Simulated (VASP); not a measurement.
Level of theory: rev-vdW-DF2, VASP's PBE PAW potentials (set 64) (plane waves; VASP).

A VASP calculation is set up with these files.

INCAR:
```
LASPH = .True.   ! aspherical one-centre terms
ENCUT = 520
LWAVE = .False.
SIGMA = 0.05   ! width (eV)
PREC = Accurate
NELM = 100   ! most electronic steps
LUSE_VDW = .True.
ISMEAR = 0   ! Gaussian
ISIF = 2   ! forces and stress, cell fixed
ALGO = Normal   ! blocked Davidson
SYSTEM = KF
AGGAC = 0.0
PARAM2 = 0.7114
LCHARG = .False.
GGA = MK
LREAL = .False.
PARAM1 = 0.1234568
EDIFF = 1E-7   ! SCF stop (eV)
ZAB_VDW = -1.8867
```

### KPOINTS
```
Automatic mesh
0
G
9 9 9
```

POSCAR:
```
KF
1
    0.0000000000     2.6707185568     2.6707185568
    2.6707185568     0.0000000000     2.6707185568
    2.6707185568     2.6707185568     0.0000000000
K F
1 1
Direct
  0.0000000000   0.0000000000   0.0000000000
  0.5000000000   0.5000000000   0.5000000000
```

POTCAR, in this order: K_sv F (PBE.64 set). Program: vasp_std.

The run wrote:

### OSZICAR
```
       N       E                     dE             d eps       ncg     rms          rms(c)
DAV:   1     0.122898493074E+03    0.12290E+03   -0.84505E+03   844   0.129E+03
DAV:   2    -0.843698774645E+00   -0.12374E+03   -0.11394E+03  1080   0.332E+02
DAV:   3    -0.595093089221E+01   -0.51072E+01   -0.50821E+01  1072   0.649E+01
DAV:   4    -0.611339185766E+01   -0.16246E+00   -0.16236E+00  1292   0.101E+01
DAV:   5    -0.611478089074E+01   -0.13890E-02   -0.13890E-02  1068   0.110E+00    0.633E+00
DAV:   6    -0.489018869115E+01    0.12246E+01   -0.43067E+00   916   0.184E+01    0.411E+00
DAV:   7    -0.485433646188E+01    0.35852E-01   -0.12837E-01  1120   0.316E+00    0.251E+00
DAV:   8    -0.483833684797E+01    0.16000E-01   -0.54543E-02   920   0.272E+00    0.212E-01
DAV:   9    -0.483907197862E+01   -0.73513E-03   -0.62124E-03  1200   0.638E-01    0.113E-01
DAV:  10    -0.483927100609E+01   -0.19903E-03   -0.72293E-04   976   0.279E-01    0.516E-02
DAV:  11    -0.483931668077E+01   -0.45675E-04   -0.19702E-04   952   0.123E-01    0.202E-02
DAV:  12    -0.483930560387E+01    0.11077E-04   -0.54683E-05  1060   0.627E-02    0.582E-03
DAV:  13    -0.483930488657E+01    0.71730E-06   -0.22947E-06  1004   0.162E-02    0.227E-03
DAV:  14    -0.483930477364E+01    0.11293E-06   -0.41259E-07  1004   0.541E-03    0.645E-04
DAV:  15    -0.483930478624E+01   -0.12594E-07   -0.14592E-08   588   0.136E-03
   1 F= -.48393048E+01 E0= -.48393048E+01  d E =-.237137E-16
```

### OUTCAR
```
------------------------ aborting loop because EDIFF is reached ----------------------------------------
  FORCE on cell =-STRESS in cart. coord.  units (eV):
  Direction    XX          YY          ZZ          XY          YZ          ZX
  --------------------------------------------------------------------------------------
  Total       -0.0143985     -0.0143985     -0.0143985     -0.0000000     -0.0000000     -0.0000000
  in kB       -0.6055008     -0.6055008     -0.6055008     -0.0000000     -0.0000000     -0.0000000
  external PRESSURE =      -0.6055008 kB  Pullay stress =       0.0000000 kB
  volume of cell :       38.10
      direct lattice vectors                 reciprocal lattice vectors
     0.000000000  2.670718557  2.670718557    -0.187215534  0.187215534  0.187215534
     2.670718557  0.000000000  2.670718557     0.187215534 -0.187215534  0.187215534
     2.670718557  2.670718557  0.000000000     0.187215534  0.187215534 -0.187215534
  FREE ENERGIE OF THE ION-ELECTRON SYSTEM (eV)
  ---------------------------------------------------
  free  energy   TOTEN  =        -4.8393047862 eV

  energy  without entropy=       -4.8393047862  energy(sigma->0) =       -4.83930479
```
(Selected blocks of OUTCAR.)

### OUTCAR
```
 val. band max:       -3.0006520880   @ k =   0.0000   0.0000   0.0000

 cond. band min:       3.0545371570   @ k =   0.0000   0.0000   0.0000


 Fermi energy:        -2.7297910571

 k-point     1 :       0.0000    0.0000    0.0000
  band No.  band energies     occupation
      1     -28.9591      2.00000
      2     -21.5062      2.00000
      3     -12.2688      2.00000
      4     -12.2688      2.00000
      5     -12.2688      2.00000
      6      -3.0007      2.00000
      7      -3.0007      2.00000
      8      -3.0007      2.00000
      9       3.0545      0.00000
     10       7.6415      0.00000
     11       7.6415      0.00000
     12       7.6415      0.00000

 k-point     2 :       0.1111    0.0000    0.0000
  band No.  band energies     occupation
      1     -28.9478      2.00000
      2     -21.5174      2.00000
      3     -12.3024      2.00000
      4     -12.2733      2.00000
      5     -12.2733      2.00000
      6      -3.1164      2.00000
      7      -3.0432      2.00000
      8      -3.0432      2.00000
      9       3.4026      0.00000
     10       7.4265      0.00000
     11       7.8108      0.00000
     12       7.8108      0.00000

 k-point     3 :       0.2222    0.0000    0.0000
  band No.  band energies     occupation
      1     -28.9189      2.00000
      2     -21.5439      2.00000
      3     -12.3868      2.00000
      4     -12.2846      2.00000
      5     -12.2846      2.00000
      6      -3.3779      2.00000
      7      -3.1490      2.00000
      8      -3.1490      2.00000
      9       4.3036      0.00000
     10       7.0776      0.00000
     11       8.2523      0.00000
     12       8.2523      0.00000

 k-point     4 :       0.3333    0.0000    0.0000
  band No.  band energies     occupation
      1     -28.8857      2.00000
      2     -21.5746      2.00000
      3     -12.4815      2.00000
      4     -12.2972      2.00000
      5     -12.2972      2.00000
      6      -3.6363      2.00000
...
```

The compound is KF in the rock salt structure. It was relaxed first.
